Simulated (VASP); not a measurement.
Input of a VASP 6.6.1 run:

File INCAR:

```
SYSTEM = MoS2
ALGO     = Normal         ! electronic algorithm
EDIFF    = 1E-6           ! SCF threshold, eV
EDIFFG   = -0.01          ! ionic threshold
ENCUT    = 600            ! plane-wave cutoff, eV
GGA      = PE             ! functional
IBRION   = 2              ! ionic algorithm
ISIF     = 3              ! what is computed and relaxed
ISMEAR   = 0              ! smearing method
KPAR     = 2            
LASPH    = .TRUE.         ! aspherical terms in the spheres
LCHARG   = .FALSE.        ! write CHGCAR
LREAL    = .FALSE.        ! projectors in reciprocal space
LWAVE    = .FALSE.        ! write WAVECAR
NELM     = 80             ! most SCF steps
NSW      = 90             ! ionic steps
PREC     = Accurate       ! precision mode
SIGMA    = 0.03           ! smearing width, eV
```

The input KPOINTS:

```
k-points
0
G
  12 12 3
  0 0 0
```

The input POSCAR:

```
MoS2
1.0
    3.1690000000      0.0000000000      0.0000000000
   -1.5845000000      2.7444345046      0.0000000000
    0.0000000000      0.0000000000     12.3240000000
Mo S
2 4
Direct
    0.3333333333      0.6666666667      0.2500000000
    0.6666666667      0.3333333333      0.7500000000
    0.3333333333      0.6666666667      0.6230000000
    0.6666666667      0.3333333333      0.1230000000
    0.3333333333      0.6666666667      0.8770000000
    0.6666666667      0.3333333333      0.3770000000
```

Potentials or basis: VASP PAW PBE potentials, release 64 (Mo_sv, S).

Command:

```console
$ cat potpaw_PBE.64/Mo_sv/POTCAR potpaw_PBE.64/S/POTCAR > POTCAR
$ mpirun -np 2 vasp_std > vasp.out
```

What does it give for the relaxed cell?

a = 3.184 Å, b = 3.184 Å, c = 14.332 Å, α = 90.00°, β = 90.00°, γ = 120.00°.

What does it give for the space group after relaxing (to 0.05 Å)?

P6_3/mmc (No. 194).

Estimate the relaxed volume.

20.97 Å³/atom.

Predict the band gap on the k mesh.

1.41 eV, indirect (least direct gap 1.67 eV).

Final structure:
```yaml
crystal:
  lattice:
    - [3.18414, 0.00000, 0.00000]
    - [-1.59207, 2.75755, 0.00000]
    - [0.00000, 0.00000, 14.33217]
  atoms:
    - { symbol: Mo, position: [0.33333, 0.66667, 0.25000] }
    - { symbol: Mo, position: [0.66667, 0.33333, 0.75000] }
    - { symbol: S, position: [0.33333, 0.66667, 0.64099] }
    - { symbol: S, position: [0.66667, 0.33333, 0.14099] }
    - { symbol: S, position: [0.33333, 0.66667, 0.85901] }
    - { symbol: S, position: [0.66667, 0.33333, 0.35901] }
```

Caveat: the volume moved by over 15 % at a fixed basis, so the end points are rough; an odd mesh through Γ misses points on the zone boundary, where band edges often lie; this functional lacks dispersion, which binds the layers, so the pressure and a relaxed spacing across them are unreliable, and here the layers came unbound; the volume moved by +17 % from the deposited cell, more than functionals usually miss.
